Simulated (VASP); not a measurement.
An input for Ansatz (written as the equivalent of a VASP run, and not itself run):

Ansatz 0.2 input:
```yaml
crystal:
  lattice:
    - [2.9503890, 0.0000000, 0.0000000]
    - [-1.4751950, 2.5551120, 0.0000000]
    - [0.0000000, 0.0000000, 16.8115780]
  atoms:
    - { symbol: Mn, position: [0.6666670, 0.3333330, 0.5000000], spin: 4 }
    - { symbol: S, position: [0.3333330, 0.6666670, 0.4163800] }
    - { symbol: S, position: [0.3333330, 0.6666670, 0.5836200] }
kpoints:
  mp_grid: { grid: [9, 9, 1] }
hamiltonian:
  xc: pbe
  pseudopotentials: { kind: paw }
  hubbard:
    sites:
      - { species: Mn, l: d, u_eff: 7 }
magnetization: { spin_polarized: true }
scf:
  occupations: { method: fermi_dirac, width: 0.1 }
  max_iter: 100
output: { forces: true, stress: true, eigenvalues: true }
```

Problem. Write the VASP files for the same calculation (PBE+U).

Solution. One answer among several that fit: 
**KPOINTS**
```
Automatic mesh
0
Gamma
9 9 1
0 0 0
```

POSCAR:
```
MnS2
1
    2.9503890000     0.0000000000     0.0000000000
   -1.4751950000     2.5551120000     0.0000000000
    0.0000000000     0.0000000000    16.8115780000
Mn S
1 2
Direct
  0.6666670000   0.3333330000   0.5000000000
  0.3333330000   0.6666670000   0.4163800000
  0.3333330000   0.6666670000   0.5836200000
```

### INCAR
```
SYSTEM = MnS2
PREC = Accurate
ENCUT = 300
EDIFF = 1E-6
NELM = 100
ALGO = Normal
LREAL = .FALSE.
LASPH = .TRUE.
ISMEAR = -1
SIGMA = 0.1
GGA = PE
LMAXMIX = 4
LWAVE = .FALSE.
LCHARG = .FALSE.
ISIF = 2
ISPIN = 2
MAGMOM = 4.0 0.0 0.0
LORBIT = 11
LDAU = .TRUE.
LDAUTYPE = 2
LDAUL = 2 -1
LDAUU = 7.0 0
LDAUJ = 0 0
```

POTCAR, in this order: Mn_pv S (PBE.64 set). Program: vasp_std.

The two are equivalent in intent, not identical: each code has its own PAW files, so the cut-off isn't converted (ENCUT is set for VASP's; basis.ecutwfc is left out, and Ansatz then takes the one that its files recommend); Ansatz stops its SCF on the density residual and VASP on the energy change (EDIFF); the +U projectors differ, so the same U acts differently.

The cell is a sheet with vacuum, built from a generated structure.
